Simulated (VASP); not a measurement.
Input for VASP

POSCAR:
```
Tc
1
    1.3529416855    -2.3433641178     0.0000000000
    1.3529416855     2.3433641178     0.0000000000
    0.0000000000     0.0000000000     4.3282456941
Tc
2
Direct
  0.3333330000   0.6666670000   0.2500000000
  0.6666670000   0.3333330000   0.7500000000
```

**KPOINTS**
```
Automatic mesh
0
Gamma
15 15 9
0 0 0
```

INCAR:
```
# general
SYSTEM  = Tc
PREC    = Accurate
ENCUT   = 500
LREAL   = .FALSE.
LASPH   = .TRUE.

# electronic loop
EDIFF   = 1E-6
NELM    = 100
ALGO    = Normal
LMAXMIX = 4

# smearing
ISMEAR  = 1
SIGMA   = 0.1

# ions
IBRION  = 2
NSW     = 40
ISIF    = 3
EDIFFG  = -0.02

# output
LWAVE   = .FALSE.
LCHARG  = .FALSE.
```

POTCAR, in this order: Tc_pv (LDA.64 set). Program: vasp_std.

**Question.** Write an equivalent input for Ansatz.

**Answer.** One equivalent input (not run):
Ansatz 0.2 input:
```yaml
crystal:
  lattice:
    - [1.3529417, -2.3433641, 0.0000000]
    - [1.3529417, 2.3433641, 0.0000000]
    - [0.0000000, 0.0000000, 4.3282457]
  atoms:
    - { symbol: Tc, position: [0.3333330, 0.6666670, 0.2500000] }
    - { symbol: Tc, position: [0.6666670, 0.3333330, 0.7500000] }
kpoints:
  mp_grid: { grid: [15, 15, 9] }
hamiltonian:
  xc: lda
  pseudopotentials: { kind: paw }
scf:
  occupations: { method: methfessel_paxton, width: 0.1 }
  max_iter: 100
relax:
  max_steps: 40
  f_tol: 0.02
  cell: {}
output: { forces: true, stress: true, eigenvalues: true }
```
What does not carry over: each code has its own PAW files, so the cut-off isn't converted (ENCUT is set for VASP's; basis.ecutwfc is left out, and Ansatz then takes the one that its files recommend); Ansatz stops its SCF on the density residual and VASP on the energy change (EDIFF); Ansatz's lda is the Perdew-Wang form, while the LDA potentials of VASP carry Perdew-Zunger's.

The compound is Tc in the hcp structure. This run relaxes it. Symmetry was kept, so distortions that lower it aren't found.
